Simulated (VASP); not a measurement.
OSZICAR of a VASP run on GaIn3P4 (ordered alloy cell):

File OSZICAR:
```
       N       E                     dE             d eps       ncg     rms          rms(c)
DAV:   1     0.637535717312E+03    0.63754E+03   -0.28215E+04  1720   0.174E+03
DAV:   2     0.555141463028E+02   -0.58202E+03   -0.57074E+03  1784   0.461E+02
DAV:   3    -0.331782688646E+02   -0.88692E+02   -0.86533E+02  2027   0.190E+02
DAV:   4    -0.384722914726E+02   -0.52940E+01   -0.52662E+01  2181   0.454E+01
DAV:   5    -0.386802928657E+02   -0.20800E+00   -0.20782E+00  2664   0.889E+00    0.108E+01
DAV:   6    -0.372967157192E+02    0.13836E+01   -0.30722E+00  2381   0.194E+01    0.601E+00
DAV:   7    -0.371886020482E+02    0.10811E+00   -0.14450E+00  2640   0.599E+00    0.183E+00
DAV:   8    -0.371702224138E+02    0.18380E-01   -0.25433E-01  2350   0.461E+00    0.924E-01
DAV:   9    -0.371691359300E+02    0.10865E-02   -0.16084E-02  2432   0.133E+00    0.454E-01
DAV:  10    -0.371692946262E+02   -0.15870E-03   -0.37927E-03  2640   0.492E-01    0.240E-01
DAV:  11    -0.371694665082E+02   -0.17188E-03   -0.10630E-03  2000   0.294E-01    0.104E-01
DAV:  12    -0.371694534094E+02    0.13099E-04   -0.75378E-05  2364   0.727E-02    0.230E-02
DAV:  13    -0.371694558136E+02   -0.24041E-05   -0.12753E-05  2592   0.178E-02    0.290E-02
DAV:  14    -0.371694571096E+02   -0.12961E-05   -0.48912E-07  1797   0.377E-03    0.168E-02
DAV:  15    -0.371694588684E+02   -0.17588E-05   -0.35213E-06  1736   0.833E-03    0.272E-02
DAV:  16    -0.371694589386E+02   -0.70257E-07   -0.19381E-07  1466   0.436E-03
   1 F= -.37169459E+02 E0= -.37169459E+02  d E =0.000000E+00
```

Problem. Which electronic solver shows in the log?

Solution. It is blocked Davidson (ALGO = Normal, or the opening steps of other solvers). The INCAR had ALGO = Normal.

Problem. Can the final energy be trusted as converged?

Solution. The calculation finished and met its thresholds. It stopped with EDIFF = 1E-7, NELM = 100 (PBEsol GGA, plane waves, VASP's PBE PAW potentials (set 64)).

The structure was generated: GaIn3P4 was put into an ordered model structure (R3m), which need not be its known phase. It was relaxed first.
